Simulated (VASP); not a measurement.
Crystal: GeAu2.

```
CELL_PARAMETERS angstrom
3.17343 0.00000 0.00000
-1.58671 2.74827 0.00000
0.00000 0.00000 5.80202
ATOMIC_POSITIONS crystal
Ge 0.00000 0.00000 0.00000
Au 0.33333 0.66667 0.25000
Au 0.66667 0.33333 0.75000
```

The cell was built by a generator and needn't be a form met in nature.

| Item | Value |
| --- | --- |
| Program | VASP 6.6.1 |
| Task | relaxation of cell and atoms |
| Functional | PBE |
| Potentials or basis | VASP PAW PBE potentials, release 64 (Ge_d, Au) |
| Cutoff | 600 eV |
| k mesh | 10 × 10 × 5 |
| Occupations | methfessel-paxton, width 0.2 eV |
| Spin | no spin polarisation |

At the start: pressure 45.2 GPa; volume 16.87 Å³/atom.

Question: Where does the relaxation end?

Answer: Over 25 steps the energy falls by 883.7 meV/atom and the volume is 19.62 Å³/atom (+16.3 %); space group P-3m1 (No. 164, to 0.05 Å).

The path:
| step | energy change (eV) | largest force (eV/Å) | pressure (GPa) | volume (Å³) |
| --- | --- | --- | --- | --- |
| 1 | 0.0000 | 5.7591 | 45.20 | 50.60 |
| 2 | -0.4309 | 0.8009 | -10.49 | 94.06 |
| 3 | -2.0976 | 0.5455 | -4.44 | 66.93 |
| 4 | -2.1168 | 0.7048 | -3.21 | 65.70 |
| 5 | -2.1229 | 0.8973 | -1.68 | 64.40 |
| 6 | -2.1230 | 0.8510 | -2.06 | 64.70 |
| 7 | -2.2333 | 0.9369 | -1.79 | 63.09 |
| 8 | -2.5263 | 0.9403 | 1.30 | 58.34 |
| 9 | -1.4328 | 3.3596 | 35.55 | 49.06 |
| 10 | -2.4963 | 1.1206 | 3.66 | 57.28 |
| 11 | -2.4355 | 0.1513 | 12.98 | 53.14 |
| 12 | -2.5217 | 0.9690 | 6.15 | 55.82 |
| 13 | -2.5222 | 0.8230 | 7.59 | 55.10 |
| 14 | -2.5591 | 0.5342 | 7.01 | 55.28 |
| 15 | -2.5857 | 0.1858 | 6.42 | 55.67 |
| 16 | -2.5871 | 0.0505 | 6.43 | 55.60 |
| 17 | -2.6204 | 0.0014 | 4.29 | 56.55 |
| 18 | -2.6496 | 0.0877 | -0.61 | 59.25 |
| 19 | -2.6506 | 0.0787 | 0.00 | 58.85 |
| 20 | -2.6506 | 0.0771 | 0.13 | 58.79 |
| 21 | -2.6507 | 0.0679 | 0.12 | 58.79 |
| 22 | -2.6510 | 0.0399 | 0.08 | 58.82 |
| 23 | -2.6512 | 0.0167 | 0.01 | 58.86 |
| 24 | -2.6512 | 0.0007 | 0.04 | 58.85 |
| 25 | -2.6512 | 0.0002 | -0.01 | 58.87 |

Final structure:
```
Ge Au
1.0
     3.51070    0.00000    0.00000
    -1.75535    3.04035    0.00000
     0.00000    0.00000    5.51576
Ge Au
1 2
Cartesian
  0.0000 0.0000 0.0000
  0.0000 2.0269 1.7571
  1.7553 1.0135 3.7587
```

Caveat: the volume moved by over 15 % at a fixed basis, so the end points are rough.
